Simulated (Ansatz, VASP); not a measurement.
# One calculation of HfI, two programs

```
CELL_PARAMETERS angstrom
3.48902 0.00000 0.00000
-1.74451 3.02158 0.00000
0.00000 0.00000 4.63595
ATOMIC_POSITIONS crystal
Hf 0.00000 0.00000 0.00000
I 0.33333 0.66667 0.50000
```

Alike in both runs: task relaxation of cell and atoms; functional PBE; k mesh 18 × 18 × 12; occupations gaussian, width 0.1 eV; no spin polarisation.

|  | VASP | Ansatz |
| --- | --- | --- |
| version | VASP 6.6.1 | Ansatz 0.2.0 |
| potentials or method | VASP PAW PBE potentials, release 64 (Hf_pv, I) | scalar-relativistic, plane waves, PAW |
| plane-wave cutoff (eV) | 600 | 420 |
| valence electrons in the cell | 17 | 43 |

|  | VASP | Ansatz | Ansatz less VASP |
| --- | --- | --- | --- |
| gap on the k mesh at the Fermi level, each at its own relaxed structure (eV) | none | none | - |
| relaxed volume (Å³/atom) | 24.49 | 24.61 | +0.120 |
| relaxed cell length with the largest relative difference (Å) | 4.641 | 4.659 | +0.0179 |

A gap of «none» marks a metal or a gap that the smearing closes. The two sets of potentials don't hold the same shells in valence.

Caveats: an odd number of electrons without spin polarisation forces a metal; a magnetic or distorted state may lie lower. Spin-orbit coupling is left out, which matters for the levels of Hf, I.
